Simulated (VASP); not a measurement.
Computed with vdW-DF2, VASP's PBE PAW potentials (set 64) (plane waves; VASP).

VASP ran on this input.

**KPOINTS**
```
Automatic
0
Gamma
8 8 4
0 0 0
```

### INCAR
```
! general
SYSTEM   = GaN
PREC     = Accurate
ENCUT    = 520   ! plane-wave cut-off (eV)
LREAL    = .False.   ! projection in real space or not
LASPH    = .True.   ! aspherical one-centre terms

! electronic loop
EDIFF    = 1E-7
NELM     = 100
ALGO     = Normal   ! blocked Davidson
LMAXMIX  = 4

! smearing
ISMEAR   = 0   ! Gaussian
SIGMA    = 0.05   ! width (eV)

! functional
GGA      = ML
LUSE_VDW = .True.
AGGAC    = 0.0
ZAB_VDW  = -1.8867

! ions
IBRION   = 2   ! conjugate gradients
NSW      = 30   ! most ionic steps
ISIF     = 4   ! ions and shape, fixed volume
EDIFFG   = -0.01   ! ionic stop

! output
LWAVE    = .False.
LCHARG   = .False.
```

File POSCAR:
```
GaN
1
    1.6085325299    -2.7860600269     0.0000000000
    1.6085325299     2.7860600269     0.0000000000
    0.0000000000     0.0000000000     5.2533854692
Ga N
2 2
Direct
  0.6666670000   0.3333330000   0.5003401188
  0.3333330000   0.6666670000   0.0003401188
  0.6666670000   0.3333330000   0.8766598812
  0.3333330000   0.6666670000   0.3766598812
```

POTCAR, in this order: Ga_d N (PBE.64 set). Program: vasp_std.

Q: What does the run give for the energy per atom (σ→0)?

A: 
The energy per atom (σ→0) comes out as -3314 meV/atom.

OSZICAR:
```
...
   2 F= -.13257375E+02 E0= -.13257375E+02  d E =-.418464E-04
       N       E                     dE             d eps       ncg     rms          rms(c)
DAV:   1    -0.132573759030E+02   -0.55811E-06   -0.16069E-03  1320   0.309E-01    0.720E-03
DAV:   2    -0.132573812088E+02   -0.53058E-05   -0.63114E-05  1562   0.768E-02    0.424E-03
DAV:   3    -0.132573810215E+02    0.18731E-06   -0.24581E-06  1698   0.155E-02    0.219E-03
DAV:   4    -0.132573808600E+02    0.16153E-06   -0.60398E-07  1542   0.969E-03    0.489E-04
DAV:   5    -0.132573808800E+02   -0.19981E-07   -0.20619E-07  1166   0.449E-03
   3 F= -.13257381E+02 E0= -.13257381E+02  d E =-.473814E-04
```

The compound is GaN in the wurtzite structure. This cell is one point of a volume scan, at 0.94 of the reference volume. Symmetry was kept, so distortions that lower it aren't found.
